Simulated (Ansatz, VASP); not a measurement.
# Cross-check of EuCd2Sb2 between VASP and Ansatz, part 3 of 3

Wanted: the spread between two codes on one cell, functional and k mesh.

VASP 6.6.1 and Ansatz 0.2.0.

So far: The starting structure; VASP: relaxation of cell and atoms, r2SCAN with rVV10, DFT+U.

### 3. Ansatz: relaxation of cell and atoms, r2SCAN with rVV10, DFT+U

Level of this step: Ansatz beside VASP: Kohn-Sham DFT, plane waves, r2SCAN with rVV10, DFT+U (Ansatz).

Ansatz runs on its default PAW (the set named soft_2) files.

The same cell, functional, mesh and smearing now go to Ansatz, which takes its cutoff from its data sets.

File input.yaml:

```yaml
crystal:
  lattice:
    - [4.7439215846, 0.0, 0.0]
    - [-2.3719607923, 4.1083566058, 0.0]
    - [0.0, 0.0, 7.70451817]
  atoms:
    - { symbol: Eu, position: [0.0, 0.0, 0.0], spin: 7.0 }
    - { symbol: Cd, position: [0.66666667, 0.33333333, 0.36530419] }
    - { symbol: Cd, position: [0.33333333, 0.66666667, 0.63469581] }
    - { symbol: Sb, position: [0.66666667, 0.33333333, 0.75441209] }
    - { symbol: Sb, position: [0.33333333, 0.66666667, 0.24558791] }
hamiltonian:
  xc: r2scan
  pseudopotentials: { kind: paw }
  dispersion: rvv10
  hubbard: { sites: [{ species: Eu, l: f, u_eff: 6.0 }] }
magnetization:
  spin_polarized: true
kpoints:
  mp_grid: { grid: [6, 6, 3] }
scf:
  occupations: { method: methfessel_paxton, width: 0.2 }
relax:
  f_tol: 0.01
  max_steps: 60
  cell: { stress_tol: 0.05 }
output:
  forces: true
  stress: true
```

Command:

```
ansatz run input.yaml --threads 4 --pin off --max-ram 9216MiB --backend cpu --events-out ev --progress --plain --runs-dir out
```

Numbers of over 12 decimals in the logs are rounded to 6 here.

Log:

```text
Eu: projections on atomic orbitals take those of the free atom [Kr 4d10] 4f7 5s2 5p6 5d0 6s2, of charge +0.00 (hamiltonian.pseudopotentials.projection_atoms); the dataset's partial waves leave at most 1.0e-3 of an orbital's norm unspanned inside its sphere
Cd: projections on atomic orbitals take those of the free atom [Ar 3d10] 4s2 4p6 4d10 5s2, of charge +0.00 (hamiltonian.pseudopotentials.projection_atoms); the dataset's partial waves leave at most 1.3e-5 of an orbital's norm unspanned inside its sphere
Sb: projections on atomic orbitals take those of the free atom [Kr] 4d10 5s2 5p3, of charge +0.00 (hamiltonian.pseudopotentials.projection_atoms); the dataset's partial waves leave at most 3.6e-6 of an orbital's norm unspanned inside its sphere
Engine: ansatz 0.2.0, aarch64-unknown-linux-gnu
Pseudopotentials: kind: paw
Pseudopotential: Eu, paw, valence charge 17, recommended cutoff 500 eV (meta_gga), Eu.paw.azcp
Pseudopotential: Cd, paw, valence charge 20, recommended cutoff 500 eV (meta_gga), Cd.paw.azcp
Pseudopotential: Sb, paw, valence charge 15, recommended cutoff 500 eV (meta_gga), Sb.paw.azcp
Functional definition: r2SCAN+rVV10
  parameter k0 = 0.174
  parameter k1 = 0.065
  parameter a1 = 4.9479
  exchange = r2scan_x(k0 = k0, k1 = k1, a1 = a1)
  correlation = r2scan_c + rvv10(11.95, 0.0093)
Crystal: 5 atoms, lattice volume = 150.159 Å³
Basis set: ecut = 500 eV, 3791 PW (Γ), exchange–correlation on 160×160×256 points (64 copies of the dense FFT grid, shifted against one another)
Bands: 57, of which v1, the nominal top of the filled ones, is band 44 counted from 1 (43 counted from 0)
Symmetry: 12 space group operations
Space group: P-3m1 (ITA 164), of the structure as read, at distance tolerance 5.3e-5 Å
Magnetic group: BNS 164.85 (UNI 1315), of the structure as read, at distance tolerance 5.3e-5 Å
k-points: 17 of 108
Non-local potential: Eu, projectors of the file, l = 0: 3, l = 1: 2, l = 2: 2, l = 3: 3
Non-local potential: Cd, projectors of the file, l = 0: 3, l = 1: 2, l = 2: 2, l = 3: 1
Non-local potential: Sb, projectors of the file, l = 0: 2, l = 1: 2, l = 2: 2, l = 3: 2
PAW form: soft (Blöchl's): semilocal exchange-correlation on the pseudo side does not see the compensation charge
rVV10 density: all electrons in the spheres
PAW frozen core: Eu, regenerated for the run's functional (the file was generated under x = pbe(κ = 0.804, μ = 0.219515), c = pbe(β = 0.066725))
PAW frozen core: Cd, regenerated for the run's functional (the file was generated under x = pbe(κ = 0.804, μ = 0.219515), c = pbe(β = 0.066725))
PAW frozen core: Sb, regenerated for the run's functional (the file was generated under x = pbe(κ = 0.804, μ = 0.219515), c = pbe(β = 0.066725))
PAW one-centre angular grid: Eu, 2702 points (default); XC on 160 Gauss nodes
PAW one-centre angular grid: Cd, 590 points (default); XC on 160 Gauss nodes
PAW one-centre angular grid: Sb, 590 points (default); XC on 160 Gauss nodes
Initial density: superposition of atomic densities (chi_scale 0.1, normalization cell)
Starting moments: Σ|m| = 7 μB on 1 of 5 sites
Initial wavefunctions: pseudopotential atomic-orbital guess
Functional: x = r2scan, c = r2scan + rvv10(b = 11.95, C = 0.0093); τ floored in thin density (d = 2e-4 eV/Å³)
SCF iter   1: F=—  HF=-38304.587713 eV  |F-HF|=—  |Δ(HF+E_count)|=         —  Δρ=1.69e-1 (↑1.69e-1 ↓1.28e-1)  dr2=7.11e0  dr2_τ=3.18e-1  dr2_m=3.00e1  M=7.004 μB ∫|m|=7.710 μB  β_m=1.00  ethr=3.10e-3  ⟨swp⟩=6.5  Hψ=6879  notcnv=0
preconditioner: auto → Resta (q_TF=auto, 2.491 Å⁻¹)  ε∞=4.8  [insulator: Δε(μ)=0.164 eV  Ē_g=10.573 eV  σ=0.200 eV  W_gap=0.63  n_scr=36 (ndim 8)  ℏωp=20.6 eV  f_vac=0.035  D(μ)=0.26/eV (n_scr^D=0)  ε∞_Penn≈4.8]
spin=Collinear: Resta preconditioning applied to the charge; magnetization (m = ρ↑ − ρ↓) channel mixes plain (no charge-response kernel on spin).
SCF iter   2: F=—  HF=-38296.433364 eV  |F-HF|=—  |Δ(HF+E_count)|=    8.15e0  S|Δr|=    0.00e0  Δρ=3.45e-2 (↑3.45e-2 ↓1.67e-2)  dr2=2.03e0  dr2_τ=6.43e-2  dr2_m=7.26e-1  M=7.001 μB ∫|m|=7.420 μB  β_m=1.00  ethr=3.10e-3  ⟨swp⟩=3.1  Hψ=4492  notcnv=0  defer=206  κ⁻¹=1.0e0(r=1)
SCF iter   3: F=—  HF=-38299.240781 eV  |F-HF|=—  |Δ(HF+E_count)|=    2.81e0  S|Δr|=    0.00e0  Δρ=7.67e-3 (↑7.67e-3 ↓5.34e-3)  dr2=2.61e-1  dr2_τ=4.30e-3  dr2_m=9.26e-3  M=6.998 μB ∫|m|=7.311 μB  β_m=1.00  ethr=2.34e-3  ⟨swp⟩=3.3  Hψ=3031  notcnv=0  defer=201  κ⁻¹=1.5e-2(r=2)
SCF iter   4: F=—  HF=-38302.854895 eV  |F-HF|=—  |Δ(HF+E_count)|=    3.61e0  S|Δr|=    0.00e0  Δρ=3.16e-3 (↑3.03e-3 ↓3.16e-3)  dr2=4.84e-2  dr2_τ=3.33e-3  dr2_m=6.11e-3  M=6.995 μB ∫|m|=7.281 μB  β_m=0.30  ethr=3.00e-4  ⟨swp⟩=2.4  Hψ=3736  notcnv=0  defer=185  κ⁻¹=1.4e-3(r=3)
SCF iter   5: F=—  HF=-38305.468274 eV  |F-HF|=—  |Δ(HF+E_count)|=    2.61e0  S|Δr|=    0.00e0  Δρ=3.88e-3 (↑2.37e-3 ↓3.88e-3)  dr2=1.15e-2  dr2_τ=2.66e-3  dr2_m=1.21e-2  M=6.996 μB ∫|m|=7.271 μB  β_m=1.20  ethr=5.57e-5  ⟨swp⟩=2.5  Hψ=3187  notcnv=0  defer=185
Mixer restart at iter 5: flushing history
spin-set hold released at iteration 5 (site moments contracting): the magnetisation degrees of freedom join the quasi-Newton model from the next iteration; the mixer history was flushed
[...]
SCF iter  10: F=-38307.741795 eV  HF=-38307.739299 eV  |F-HF|=2.50e-3  |Δ(HF+E_count)|=   1.09e-3  S|Δr|=    0.00e0  Δρ=8.16e-5 (↑5.73e-5 ↓8.16e-5)  dr2=2.88e-5  dr2_τ=1.72e-6  dr2_m=1.38e-6  M=6.998 μB ∫|m|=7.239 μB  β_m=1.20  ethr=1.25e-7  ⟨swp⟩=2.0  Hψ=3108  notcnv=0  defer=183  κ⁻¹=6.4e-4(r=5)
SCF iter  11: F=-38307.741861 eV  HF=-38307.741750 eV  |F-HF|=1.11e-4  |Δ(HF+E_count)|=   2.45e-3  S|Δr|=    0.00e0  Δρ=4.04e-5 (↑3.29e-5 ↓4.04e-5)  dr2=4.56e-6  dr2_τ=6.78e-7  dr2_m=6.20e-7  M=6.998 μB ∫|m|=7.241 μB  β_m=1.20  ethr=3.31e-8  ⟨swp⟩=3.0  Hψ=4322  notcnv=0  defer=183  κ⁻¹=1.9e-4(r=6)
SCF iter  12: F=-38307.741890 eV  HF=-38307.741772 eV  |F-HF|=1.17e-4  |Δ(HF+E_count)|=   2.26e-5  S|Δr|=    0.00e0  Δρ=3.03e-5 (↑2.01e-5 ↓3.03e-5)  dr2=1.89e-6  dr2_τ=2.56e-7  dr2_m=2.18e-7  M=6.998 μB ∫|m|=7.240 μB  β_m=1.20  ethr=5.25e-9  ⟨swp⟩=2.0  Hψ=2985  notcnv=0  defer=183  κ⁻¹=1.1e-4(r=7)
SCF iter  13: F=-38307.741917 eV  HF=-38307.741906 eV  |F-HF|=1.03e-5  |Δ(HF+E_count)|=   1.34e-4  S|Δr|=    0.00e0  Δρ=1.55e-5 (↑1.55e-5 ↓1.48e-5)  dr2=8.30e-7  dr2_τ=1.66e-8  dr2_m=1.72e-8  M=6.998 μB ∫|m|=7.240 μB  β_m=1.20  ethr=2.17e-9  ⟨swp⟩=3.0  Hψ=3674  notcnv=0  defer=183  κ⁻¹=7.4e-6(r=8)
SCF iter  14: F=-38307.741919 eV  HF=-38307.741919 eV  |F-HF|=3.29e-8  |Δ(HF+E_count)|=   1.22e-5  S|Δr|=    0.00e0  Δρ=6.76e-6 (↑6.76e-6 ↓5.02e-6)  dr2=1.79e-7  dr2_τ=4.29e-9  dr2_m=2.97e-9  M=6.998 μB ∫|m|=7.240 μB  β_m=1.20  ethr=9.54e-10  ⟨swp⟩=2.9  Hψ=3077  notcnv=0  defer=183  κ⁻¹=4.9e-6(r=8)
SCF iter  15: F=-38307.741919 eV  HF=-38307.741918 eV  |F-HF|=7.49e-7  |Δ(HF+E_count)|=   7.53e-7  S|Δr|=    0.00e0  Δρ=2.89e-6 (↑2.89e-6 ↓2.33e-6)  dr2=4.84e-8  dr2_τ=4.37e-10  dr2_m=4.57e-10  M=6.998 μB ∫|m|=7.240 μB  β_m=1.20  ethr=1.15e-10  ⟨swp⟩=3.0  Hψ=4525  notcnv=0  κ⁻¹=9.7e-6(r=8)
SCF iter  16: F=-38307.741919 eV  HF=-38307.741919 eV  |F-HF|=8.88e-8  |Δ(HF+E_count)|=   7.28e-7  S|Δr|=    0.00e0  Δρ=1.15e-6 (↑1.15e-6 ↓1.07e-6)  dr2=4.71e-9  dr2_τ=1.05e-10  dr2_m=1.34e-10  M=6.998 μB ∫|m|=7.240 μB  ethr=5.56e-11  ⟨swp⟩=3.1  Hψ=4765  notcnv=0
SCF 1 converged in 16 iterations: F = -38307.741919 eV  dr2 = 4.71e-9
a single-point calculation of the run's input, under the relaxation's own `scf.mixing.negative_modes` where the relaxation goes by `scf.lower_state_search: light` itself or types `scf.max_iter`, was made at the relaxed geometry, from the atoms, in 16 SCF iterations in all. It converged +0.0 meV from the relaxation's final energy, with moments (6.97, -0.01, -0.01, -0.03, -0.03 Bohr magnetons, atom by atom), which does not count as lower, and the relaxation's result stands. No further magnetic order was relaxed to its end, and one can end lower (see `relax.adjacent_minimum`). Of the state that the single point found these notices stand: [rest of the remark cut]
SCF converged after 7 iterations
Stability not checked: this state was not tested for a lower state beside it, because cold or Methfessel-Paxton smearing, or corrected tetrahedra, fill the levels in a way that the test cannot read (fill_not_monotonic; see scf.lower_state_search)
Magnetization: 6.9979 μB (46.9989 up, 40.0011 down)
Absolute magnetization: 7.2421 μB (∫|ρ↑−ρ↓|, with the PAW one-centre terms)
Spin contamination: 0.0204 ħ² per cell (⟨S²⟩ above its minimum at these occupations)
Per-site moments (μB) at R_I (Å): [(6.967339, 1.368254), (-0.00944698, 1.185819), (-0.00944698, 1.185819), (-0.026769, 1.185819), (-0.026769, 1.185819)]
Free energy (F): -38307.741919 eV
Harris-Foulkes:  -38307.741919 eV  (|F-HF|=1.46e-11)
Internal energy: -38307.742544 eV  (E = F + TS)
E sigma→0 (E₀):  -38307.742075 eV
Entropy (-TS):   0.000626 eV (0.125 meV/atom)
Fermi energy:    10.707062 eV
Step filling:    the computed levels leave a gap of 0.2281 eV = 1.1 smearing widths at the electron count; against every level under it full and every level over it empty, smearing changes F+E_penalty+E_count by +0.544 meV and its σ→0 estimate by +0.388 meV
--- Per-component energies (eV) ---
  E_band       = -1358.711536
  E_kinetic    = 1773.684388
  E_local      = -12676.125608  (includes V_loc(G=0)·N_el)
  E_nonlocal   = 1277.053456
  E_hartree    = 5756.590393
  E_xc         = -751.729750
  E_vxc        = -920.191800  (∫ρ·V_xc dr)
  E_hubbard    = 0.071755  (on-site DFT+U / exact-exchange correction)
  E_vhub       = -20.843233  (the Hubbard potential's part of the band-sum identity)
  E_paw        = -23829.832093  (= ΣΔE_a)
  E_vpaw       = -2367.045190  (= ΣTr[D̂ρ^β])
  E_aug_tail   = 0.000009  (compensation charges beyond the density's cutoff)
  E_vtau       = 61.575784  (kinetic-family band-sum trace: ∫τ·v_τ [+ j·A + Jᵃ·Aᵃ] dr)
  E_ewald      = -9857.618371
  E_core_change = 0.163276  (= ΣΔE_core)
  E_smearing   = 0.000626  (= −TS)
  E_closure    = 0.000000  (closes the sum)
  Σ components = -38307.741919   (vs F -38307.741919, Δ=0.00e0)
--- Forces (eV/Å), atoms counted from 1 ---
  atom   1  Eu    -0.00000000    -0.00000000     0.00000000
  atom   2  Cd     0.00000000    -0.00000000     0.00177476
  atom   3  Cd    -0.00000000     0.00000000    -0.00177476
  atom   4  Sb    -0.00000000    -0.00000000     0.00182537
  atom   5  Sb    -0.00000000     0.00000000    -0.00182537
  max |Σ_I F_I| component: 3.70e-17 eV/Å
--- Stress (GPa, compression-positive) ---
       -0.017519      -0.000000      -0.000000
        0.000000      -0.017519      -0.000000
       -0.000000      -0.000000      -0.010099
  P = ⅓ Tr σ = -0.0150 GPa (-0.150 kbar)
--- Relaxed structure (4 steps of the walk, 4 accepted, 1 SCFs on fresh bases) ---
  F+E_penalty+E_count = -38307.74191863 eV   max|allowed force component| = 1.825e-3 eV/Å   (the final SCF, on the basis selected at the relaxed cell)
  cell:  # Å, volume = 148.0506 Å³
    - [4.711638, 0, -4.432523033911002e-18]
    - [-2.355819, 4.080398, 2.2162615169555046e-18]
    - [-7.198781355213722e-18, 0, 7.700795]
  atoms:
    - { symbol: Eu, position: [0, 0, 0] }
    - { symbol: Cd, position: [0.666667, 0.333333, 0.367185] }
    - { symbol: Cd, position: [0.333333, 0.666667, 0.632815] }
    - { symbol: Sb, position: [0.666667, 0.333333, 0.753528] }
    - { symbol: Sb, position: [0.333333, 0.666667, 0.246472] }
```

It took 92 s on 4 threads of Arm Neoverse V2, shared host; peak memory 1.3 GiB.

### 4. Differences

Known differences besides the potentials themselves: U acts on the PAW sphere in VASP and on atomic orbitals in Ansatz, so only states and trends compare; VASP keeps PBE cores, Ansatz makes them for the functional; both relaxations stop at a tolerance, which leaves soft axes loose, and VASP keeps its plane-wave basis; the data sets hold 87 valence electrons in Ansatz (default PAW (the set named soft_2) files) and 51 in VASP; the cutoff is 500 eV in Ansatz and 450 eV in VASP; Ansatz adds a Pulay correction to the stress that steers its cell, VASP none; site moments are counted in spheres of each program's own size. Total energies have different zeros and are not compared.

Compared:

```csv
quantity,Ansatz,VASP,difference
volume (Å³),148.05,148.95,-0.61 %
"edge a after relaxation, in the typed setting (Å)",4.712,4.719,-0.16 %
"edge c after relaxation, in the typed setting (Å)",7.701,7.723,-0.29 %
total moment (μB),7.00,7.00,0.00
moment on Eu1 (μB),6.97,6.67,+0.30
```

The walks stopped with -0.02 GPa left in Ansatz and -0.03 GPa in VASP; each walk ends within a tolerance, so the volume difference is uncertain by about these residues over the bulk modulus, most in soft cells.

### 5. Results

```yaml
difference_in_volume_relaxation_of_cell_and_atoms_r2scan_with_rvv10_dft_u: -0.61 %
```

What this shows: The difference in volume is -0.61 % (relaxation of cell and atoms, r2SCAN with rVV10, DFT+U). How closely two codes agree says nothing of how well the functional describes the real material.

[Lines on the potential files, build, host, timing and source positions are cut from VASP's logs without a mark.]

[Logs are printed without paths, hosts, clocks, repeated set-up lines and the standing remarks that a program may print on its own settings, such as how far it seeks lower states.]

[Hosts, paths, dates, database ids (printed as entryN), source tags and the programs' standing remarks are cut or masked in the printed files.]
